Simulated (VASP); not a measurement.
Input:

```
BN
1.0
    1.22881    -2.12836     0.00000
    1.22881     2.12836     0.00000
    0.00000     0.00000     5.15317
B N
2 2
Direct
  0.33333   0.66667   0.25000
  0.66667   0.33333   0.75000
  0.66667   0.33333   0.25000
  0.33333   0.66667   0.75000
```

All values below come from r2SCAN meta-GGA, VASP's PBE PAW potentials (set 64) (plane waves; VASP 6.6.1). Settings: 620 eV cut-off, 10×10×5 Γ-centred mesh, Gaussian smearing of 0.050 eV, potentials B N.

Q: Estimate the energy per atom (σ→0), pressure.

A: 
- energy per atom (σ→0) = -9.495 eV/atom
- pressure = 30.25 GPa

Only differences to runs with the same potentials and settings are physical.

The compound is BN in the hex structure. It was relaxed first under an external pressure of 30 GPa.
